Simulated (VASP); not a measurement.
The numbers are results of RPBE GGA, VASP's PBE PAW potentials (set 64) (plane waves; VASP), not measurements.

The input files of a VASP run:

### INCAR
```
ALGO = Normal
EDIFF = 1E-6
EDIFFG = -0.01
ENCUT = 520
GGA = RP
IBRION = 2
ISIF = 3
ISMEAR = 0
LASPH = .True.
LCHARG = .False.
LMAXMIX = 4
LREAL = .False.
LWAVE = .False.
NELM = 100
NSW = 60
PREC = Accurate
SIGMA = 0.05
SYSTEM = CdS
```

POSCAR:
```
CdS
1
    0.0000000000     3.0076449250     3.0076449250
    3.0076449250    -0.0000000000     3.0076449250
    3.0076449250     3.0076449250    -0.0000000000
Cd S
1 1
Direct
  0.0000000000   0.0000000000   0.0000000000
  0.2500000000   0.2500000000   0.2500000000
```

KPOINTS:
```
K-points
0
Gamma
7 7 7
0 0 0
```

POTCAR, in this order: Cd S (PBE.64 set). Program: vasp_std.

Q: What will the output report for the number of irreducible k-points (NKPTS), largest plane-wave count, number of space-group operations, FFT grid (NGX, NGY, NGZ)?

A: 
* **number of irreducible k-points (NKPTS)**: 20
* **largest plane-wave count**: 1472
* **number of space-group operations**: 24
* **FFT grid (NGX, NGY, NGZ)**: 32 × 32 × 32

The compound is CdS in the zinc blende structure, a metastable form; wurtzite is the usual one. It was relaxed first, which changed the volume by +10 %. The start is the result of an earlier pass.
